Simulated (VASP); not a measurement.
Given:

```
CELL_PARAMETERS angstrom
      1.82172    -3.15532     0.00000
      1.82172     3.15532     0.00000
      0.00000     0.00000     5.64697
ATOMIC_POSITIONS crystal
  Tb 0.33333 0.66667 0.25000
  Tb 0.66667 0.33333 0.75000
```

Computed with PBE GGA, VASP's PBE PAW potentials (set 64) (plane waves; VASP 6.6.1). Numerical set-up: 480 eV cut-off, 10×10×6 Γ-centred mesh, first-order Methfessel-Paxton smearing of 0.10 eV, potentials Tb_3.

The 4f electrons are frozen in the core of the lanthanide potential, so 4f levels, which can set the real gap, and their magnetism are missing.

Each relaxation starts from this cell; other phases were not tried.

Task: The cell is relaxed at 15 GPa. What happens?

Result: The volume per atom goes from 32.46 to 24.97 Å³ (-23.1 %), and the cell becomes a = 3.2846 Å, b = 3.2846 Å, c = 5.3459 Å, α = 90.00°, β = 90.00°, γ = 120.00°, space group P6_3/mmc.

Failed runs are left out, and for metals the shear rows, which the mesh's noise covers.

The compound is Tb in the hcp structure.
